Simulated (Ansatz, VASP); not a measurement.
# Rh16N (Rh(100)): VASP beside Ansatz

Aim: how closely do two programs agree when they are given the same cell, functional and k mesh? Valence electrons are named where the data sets of a main pair hold unlike numbers.

Method: plane waves, with VASP 6.6.1 beside it; single point at RPBE, in Ansatz 0.2.0.

**1. The structure**

The cell holds 17 atoms: 16 Rh and 1 N. Its edges and angles: a = 5.442 Å, b = 5.442 Å, c = 20.772 Å, α = 90.0°, β = 90.0°, γ = 90.0°. It derives from Rh. As first built, before any earlier steps moved the atoms (in the runner's words): N over the bridge site of Rh(100). Vacuum lies along c.

**2. Ansatz: single point, RPBE**

Ansatz runs on its default PAW (the set named soft_2) files.

A single point gives forces, pressure and levels at one fixed geometry, so differences don't come from the geometry; what else differs is listed under the comparison.

input.yaml

```yaml
crystal:
  lattice:
    - [5.4415035991, 0.0, 0.0]
    - [0.0, 5.4415035991, 0.0]
    - [0.0, 0.0, 20.7715861422]
  atoms:
    - { symbol: Rh, position: [0.25, 0.25, 0.36107016] }
    - { symbol: Rh, position: [0.75, 0.25, 0.36107016] }
    - { symbol: Rh, position: [0.25, 0.75, 0.36107016] }
    - { symbol: Rh, position: [0.75, 0.75, 0.36107016] }
    - { symbol: Rh, position: [0.0, 0.0, 0.45369005] }
    - { symbol: Rh, position: [0.5, 0.0, 0.45369005] }
    - { symbol: Rh, position: [0.0, 0.5, 0.45369005] }
    - { symbol: Rh, position: [0.5, 0.5, 0.45369005] }
    - { symbol: Rh, position: [0.25, 0.2529738186, 0.5453653605] }
    - { symbol: Rh, position: [0.75, 0.2455027754, 0.5459748106] }
    - { symbol: Rh, position: [0.25, 0.7470261814, 0.5453653605] }
    - { symbol: Rh, position: [0.75, 0.7544972246, 0.5459748106] }
    - { symbol: Rh, position: [0.9941953443, 0.0, 0.6441401318] }
    - { symbol: Rh, position: [0.5058046557, 0.0, 0.6441401318] }
    - { symbol: Rh, position: [0.9964080193, 0.5, 0.6335657543] }
    - { symbol: Rh, position: [0.5035919807, 0.5, 0.6335657543] }
    - { symbol: "N", position: [0.25, 0.0, 0.69973537] }
hamiltonian:
  xc: rpbe
  pseudopotentials: { kind: paw }
kpoints:
  mp_grid: { grid: [4, 4, 1] }
scf:
  occupations: { method: methfessel_paxton, width: 0.15 }
  n_extra_bands: 8
efield:
  axis: 3
  dipole_correction: true
  ramp_width: 0.04
output:
  forces: true
  eigenvalues: true
  write_density: true
  write_potential: true
  elf: true
  volumetric_format: npy
```

On the command line:

```sh
$ ansatz run input.yaml --threads 8 --pin off --max-ram 18432MiB --backend cpu --events-out ev --progress --plain --runs-dir out
```

Numbers of over 12 decimals in the logs are rounded to 6 here.

Log:

```text
scf.n_extra_bands = 8 over 139 filled bands (N_el = 277.0): the run solves 147 bands
Engine: ansatz 0.2.0, aarch64-unknown-linux-gnu
Pseudopotentials: kind: paw
Pseudopotential: Rh, paw, valence charge 17, recommended cutoff 420 eV (normal), Rh.paw.azcp
Pseudopotential: N, paw, valence charge 5, recommended cutoff 420 eV (normal), N.paw.azcp
Functional definition: RPBE
  parameter kappa = 0.804
  parameter beta = 0.066725
  exchange = rpbe_x(kappa = kappa, mu = beta*pi^2/3)
  correlation = pbe_c(beta = beta)
Crystal: 17 atoms, lattice volume = 615.046 Å³
Basis set: ecut = 420 eV, 11945 PW (Γ), exchange–correlation on 80×80×288 points (8 copies of the dense FFT grid, shifted against one another)
Bands: 147, of which v1, the nominal top of the filled ones, is band 139 counted from 1 (138 counted from 0)
Symmetry: 4 space group operations
Space group: Pmm2 (ITA 25), of the structure as read, at distance tolerance 8.5e-5 Å
k-points: 9 of 16
Non-local potential: Rh, projectors of the file, l = 0: 3, l = 1: 2, l = 2: 2, l = 3: 1
Non-local potential: N, projectors of the file, l = 0: 2, l = 1: 2, l = 2: 1
PAW form: soft (Blöchl's): semilocal exchange-correlation on the pseudo side does not see the compensation charge
PAW frozen core: Rh, regenerated for the run's functional, and the local potential with it (the file was generated under x = pbe(κ = 0.804, μ = 0.219515), c = pbe(β = 0.066725))
PAW frozen core: N, regenerated for the run's functional, and the local potential with it (the file was generated under x = pbe(κ = 0.804, μ = 0.219515), c = pbe(β = 0.066725))
PAW one-centre angular grid: Rh, 590 points (default); XC on 64 Gauss nodes
PAW one-centre angular grid: N, 110 points (default); XC on 64 Gauss nodes
Initial density: superposition of atomic densities (neutral atoms: chi_scale 0, normalization atom), corrected by the library's trained network
Initial wavefunctions: pseudopotential atomic-orbital guess
Functional: x = rpbe, c = pbe(β = 0.066725)
SCF iter   1: F=—  HF=-102943.375139 eV  |F-HF|=—  |Δ(HF+E_count)|=         —  Δρ=1.01e-2  dr2=6.15e-1  ethr=1.77e-3  p=-0.102 e·Å  D=-3.00e-2 V/Å  ΔV_dip=0.62 eV  dr2_dipole=7.37e-3  V_vac-E_F(+/−)=5.36/4.73 eV  ⟨swp⟩=6.9  Hψ=5727  notcnv=0
efield: sawtooth ramp at fractional position 0.0104 (placed from the atoms, in the widest stretch of the axis that holds none; the zero of the levels goes with the place), width 0.0400; the density the first Hamiltonian is built on has a dipole p = -0.102 e·Å; the dipole correction subtracts the counter field D = -3.00e-2 V/Å, which shifts the + side's vacuum level by +0.62 eV against the − side's; the planar-averaged density in the ramp window peaks in size at 6.8e-5 e/Å³
preconditioner: auto → LDOS  [metal: Δε(μ)=0.009 eV  Ē_g=3.181 eV  σ=0.150 eV  W_gap=0.05  n_scr=130 (ndim 8)  ℏωp=18.3 eV  f_vac=0.551  D(μ)=28.59/eV (n_scr^D=262)  β→1.0]
SCF iter   2: F=—  HF=-102943.358078 eV  |F-HF|=—  |Δ(HF+E_count)|=   1.71e-2  S|Δr|=    0.00e0  Δρ=6.94e-3  dr2=2.21e-1  ethr=2.22e-4  p=-0.075 e·Å  D=-2.21e-2 V/Å  ΔV_dip=0.46 eV  dr2_dipole=4.03e-2  V_vac-E_F(+/−)=5.38/4.92 eV  ⟨swp⟩=2.0  Hψ=2404  notcnv=0
SCF iter   3: F=—  HF=-102943.324432 eV  |F-HF|=—  |Δ(HF+E_count)|=   3.36e-2  S|Δr|=    0.00e0  Δρ=2.02e-3  dr2=3.22e-2  ethr=7.97e-5  p=-0.089 e·Å  D=-2.61e-2 V/Å  ΔV_dip=0.54 eV  dr2_dipole=7.19e-4  V_vac-E_F(+/−)=5.39/4.85 eV  ⟨swp⟩=2.0  Hψ=2011  notcnv=0
SCF iter   4: F=—  HF=-102943.320614 eV  |F-HF|=—  |Δ(HF+E_count)|=   3.82e-3  S|Δr|=    0.00e0  Δρ=4.91e-4  dr2=2.29e-3  ethr=1.16e-5  p=-0.084 e·Å  D=-2.46e-2 V/Å  ΔV_dip=0.51 eV  dr2_dipole=2.46e-4  V_vac-E_F(+/−)=5.38/4.87 eV  ⟨swp⟩=3.0  Hψ=2364  notcnv=0
SCF iter   5: F=—  HF=-102943.320582 eV  |F-HF|=—  |Δ(HF+E_count)|=   3.23e-5  S|Δr|=    0.00e0  Δρ=1.75e-4  dr2=2.97e-4  ethr=8.25e-7  p=-0.083 e·Å  D=-2.45e-2 V/Å  ΔV_dip=0.51 eV  dr2_dipole=5.72e-5  V_vac-E_F(+/−)=5.38/4.87 eV  ⟨swp⟩=2.0  Hψ=2012  notcnv=0
SCF iter   6: F=—  HF=-102943.320712 eV  |F-HF|=—  |Δ(HF+E_count)|=   1.31e-4  S|Δr|=    0.00e0  Δρ=6.93e-5  dr2=3.81e-5  ethr=1.07e-7  p=-0.083 e·Å  D=-2.44e-2 V/Å  ΔV_dip=0.51 eV  dr2_dipole=1.09e-8  V_vac-E_F(+/−)=5.37/4.87 eV  ⟨swp⟩=2.2  Hψ=2047  notcnv=0
SCF iter   7: F=—  HF=-102943.320737 eV  |F-HF|=—  |Δ(HF+E_count)|=   2.42e-5  S|Δr|=    0.00e0  Δρ=2.66e-5  dr2=5.82e-6  ethr=1.38e-8  p=-0.083 e·Å  D=-2.43e-2 V/Å  ΔV_dip=0.51 eV  dr2_dipole=4.78e-10  V_vac-E_F(+/−)=5.37/4.87 eV  ⟨swp⟩=2.4  Hψ=2009  notcnv=0
SCF iter   8: F=—  HF=-102943.320744 eV  |F-HF|=—  |Δ(HF+E_count)|=   7.15e-6  S|Δr|=    0.00e0  Δρ=1.02e-5  dr2=8.08e-7  ethr=2.10e-9  p=-0.083 e·Å  D=-2.43e-2 V/Å  ΔV_dip=0.50 eV  dr2_dipole=1.37e-9  V_vac-E_F(+/−)=5.37/4.87 eV  ⟨swp⟩=3.0  Hψ=2059  notcnv=0
SCF iter   9: F=—  HF=-102943.320745 eV  |F-HF|=—  |Δ(HF+E_count)|=   1.31e-6  S|Δr|=    0.00e0  Δρ=4.24e-6  dr2=1.98e-7  ethr=2.92e-10  p=-0.082 e·Å  D=-2.43e-2 V/Å  ΔV_dip=0.50 eV  dr2_dipole=2.08e-9  V_vac-E_F(+/−)=5.37/4.87 eV  ⟨swp⟩=2.1  Hψ=2014  notcnv=0
SCF iter  10: F=-102943.320746 eV  HF=-102943.320746 eV  |F-HF|=9.10e-8  |Δ(HF+E_count)|=   4.89e-7  S|Δr|=    0.00e0  Δρ=1.53e-6  dr2=2.85e-8  ethr=3.61e-11  p=-0.082 e·Å  D=-2.43e-2 V/Å  ΔV_dip=0.50 eV  dr2_dipole=1.07e-9  V_vac-E_F(+/−)=5.37/4.87 eV  ⟨swp⟩=11.2  Hψ=10839  notcnv=0
SCF 1 converged in 10 iterations: F = -102943.320746 eV  dr2 = 2.85e-8
  greatest PAW one-centre occupation: 1.000 electrons in one spin orbital (limit 2), on the Rh atom at site 12 (counted from 0), in its partial waves of l = 0
WARN: The input density's exchange-correlation potential varies sharply where the density is thin. Do not read a vacuum level from v_tot or v_xc, or from such a field of the output density. On a cell that repeats whose density bears no net charge and no dipole along the vacuum's axis use v_es (v_loc + v_h of the components); under efield.dipole_correction with no amplitude use v_es + v_field, which holds any external [...]
SCF converged after 10 iterations
Stability not checked: this state was not tested for a lower state beside it, because cold or Methfessel-Paxton smearing, or corrected tetrahedra, fill the levels in a way that the test cannot read (fill_not_monotonic; see scf.lower_state_search)
Free energy (F): -102943.320746 eV
Harris-Foulkes:  -102943.320746 eV  (|F-HF|=9.10e-8)
Internal energy: -102943.305815 eV  (E = F + TS)
E sigma→0 (E₀):  -102943.317013 eV
Entropy (-TS):   -0.014931 eV (-0.878 meV/atom)
Fermi energy:    4.918443 eV
Step filling:    the computed levels leave a gap of 0.0124 eV = 0.1 smearing widths at the electron count; against every level under it full and every level over it empty, smearing changes F+E_penalty+E_count by -1.470 meV and its σ→0 estimate by +2.262 meV
Dipole field:    D = -0.024294 V/Å  (p = -0.082574 e·Å, saw-weighted, corrected)
Work function:   Φ+ = 5.3703 eV   Φ− = 4.8656 eV
Levels:          The Fermi level and band energies are counted from a zero that moves with the ramp; work functions are not
--- Per-component energies (eV) ---
  E_band       = -6027.336481
  E_kinetic    = 9275.894872
  E_local      = -347253.898843  (includes V_loc(G=0)·N_el)
  E_nonlocal   = 5721.969789
  E_hartree    = 167546.469078
  E_xc         = -3595.561565
  E_vxc        = -4505.704901  (∫ρ·V_xc dr)
  E_paw        = -57641.686776  (= ΣΔE_a)
  E_vpaw       = -4354.753513  (= ΣTr[D̂ρ^β])
  E_aug_tail   = 0.014443  (compensation charges beyond the density's cutoff)
  E_efield     = 0.001003  (sawtooth field / dipole correction)
  E_vefield    = -3.768356  (∫n·V_field dr)
  E_ewald      = 123005.176248
  E_core_change = -1.684064  (= ΣΔE_core)
  E_smearing   = -0.014931  (= −TS)
  E_closure    = 0.000000  (closes the sum)
  Σ components = -102943.320746   (vs F -102943.320746, Δ=0.00e0)
--- Forces (eV/Å), atoms counted from 1 ---
  atom   1  Rh     0.00000000    -0.00049512     0.39748315
  atom   2  Rh     0.00000000     0.01240290     0.40832988
  atom   3  Rh     0.00000000     0.00049512     0.39748315
  atom   4  Rh     0.00000000    -0.01240290     0.40832988
  atom   5  Rh     0.01933149     0.00000000    -0.30989147
  atom   6  Rh    -0.01933149     0.00000000    -0.30989147
  atom   7  Rh    -0.01284914     0.00000000    -0.64999468
  atom   8  Rh     0.01284914     0.00000000    -0.64999468
  atom   9  Rh     0.00000000    -0.04099033     0.00680412
  atom  10  Rh     0.00000000    -0.02217653     0.01203673
  atom  11  Rh     0.00000000     0.04099033     0.00680412
  atom  12  Rh     0.00000000     0.02217653     0.01203673
  atom  13  Rh     0.12773301     0.00000000     0.15334297
  atom  14  Rh    -0.12773301     0.00000000     0.15334297
  atom  15  Rh     0.01963775     0.00000000     0.06269446
  atom  16  Rh    -0.01963775     0.00000000     0.06269446
  atom  17  N      0.00000000     0.00000000    -0.16153771
  max |Σ_I F_I| component: 7.26e-5 eV/Å
--- Band table (eV; the first three rows and the last of 9) ---
  k-point 0: bands = [... 135 lower, 5.1451, 5.1480, 5.1652, 5.2739, 5.3460, 5.3898, 5.4821, 5.4984, ... 4 higher]
  k-point 1: bands = [... 135 lower, 4.8665, 4.8728, 5.0496, 5.1431, 5.1551, 5.2510, 5.2655, 5.2805, ... 4 higher]
  k-point 2: bands = [... 135 lower, 4.6564, 4.7578, 4.8296, 4.8819, 4.9862, 5.0110, 5.2120, 5.3902, ... 4 higher]
  k-point 8: bands = [... 135 lower, 4.0239, 4.0890, 4.1641, 4.4358, 4.4869, 4.5242, 4.5690, 4.7353, ... 4 higher]
```

Wall time 30 s (8 threads of Arm Neoverse N1, shared host); peak memory 3.1 GiB.

(Part 1 of 2 ends here.)

[Lines on the potential files, build, host, timing and source positions are cut from VASP's logs without a mark.]

[Logs are printed without paths, hosts, clocks, repeated set-up lines and the standing remarks that a program may print on its own settings, such as how far it seeks lower states.]

[Hosts, paths, dates, database ids (printed as entryN), source tags and the programs' standing remarks are cut or masked in the printed files.]
